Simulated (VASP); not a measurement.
Given:

```
CELL_PARAMETERS angstrom
      0.00000     2.75050     2.75050
      2.75050     0.00000     2.75050
      2.75050     2.75050     0.00000
ATOMIC_POSITIONS crystal
  Ga 0.00000 0.00000 0.00000
  P  0.25000 0.25000 0.25000
```

Level of theory: PBE GGA, VASP's PBE PAW potentials (set 64) (plane waves; VASP 6.6.1). Run with 530 eV cut-off, 8×8×8 Γ-centred mesh, Gaussian smearing of 0.050 eV, potentials Ga_d P.

Q: Give the elastic stiffness tensor with the ions relaxed (GPa, in the frame of the cell).

A: 
```csv
,xx,yy,zz,yz,xz,xy
xx,125,52.4,52.4,0.0,0.0,0.0
yy,52.4,125,52.4,0.0,0.0,0.0
zz,52.4,52.4,125,0.0,0.0,0.0
yz,0.0,0.0,0.0,64.8,0.0,0.0
xz,0.0,0.0,0.0,0.0,64.8,0.0
xy,0.0,0.0,0.0,0.0,0.0,64.8
```

Q: What does the run give for the Hill bulk modulus, Hill shear modulus, Young's modulus, Poisson's ratio?

A: 
- Hill bulk modulus = 76.7 GPa
- Hill shear modulus = 51.4 GPa
- Young's modulus = 126 GPa
- Poisson's ratio = 0.226

Measured: C11 140 GPa (computed value off by -10.5 %), C12 62.0 GPa (computed value off by -15.5 %), C44 70.0 GPa (computed value off by -7.5 %), as given by M. Råsander et al., The Journal of Chemical Physics (2015), arXiv:1505.02379. The calculation is for a static lattice, while the measured C11, C12, C44 hold thermal and zero-point effects, which are part of the difference.

The compound is GaP in the zinc blende structure. It was relaxed first.
